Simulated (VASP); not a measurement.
Input:

```yaml
crystal:
  lattice:
    - [3.95381, 0.00000, 0.00000]
    - [-1.97690, 3.42410, 0.00000]
    - [0.00000, 0.00000, 5.03509]
  atoms:
    - { symbol: Si, position: [0.33333, 0.66667, 0.19772] }
    - { symbol: Si, position: [0.66667, 0.33333, 0.80228] }
    - { symbol: Rh, position: [0.33333, 0.66667, 0.67338] }
    - { symbol: Rh, position: [0.66667, 0.33333, 0.32662] }
    - { symbol: Rh, position: [0.00000, 0.00000, 0.00000] }
```

The numbers are results of PBEsol GGA, VASP's PBE PAW potentials (set 64) (plane waves; VASP), not measurements. Run with 400 eV cut-off, 10×10×7 Γ-centred mesh, tetrahedra with Blöchl corrections, potentials Si Rh_pv.

The cores are frozen, which limits the accuracy of field gradients.

Task: Give the principal components of the electric field gradient (V/Å²) and the asymmetry η at each nucleus.

Result: 
```tsv
atom	Vxx	Vyy	Vzz	η
Si1	-10.1	-10.1	20.1	0.00
Si2	-10.1	-10.1	20.1	0.00
Rh3	-2.5	-2.5	5.1	0.00
Rh4	-2.5	-2.5	5.1	0.00
Rh5	9.1	9.1	-18.1	0.00
```

The structure comes from a computed database's Si2Rh3 entry (P-3m1); how it stands against other phases isn't given here. It was relaxed first.
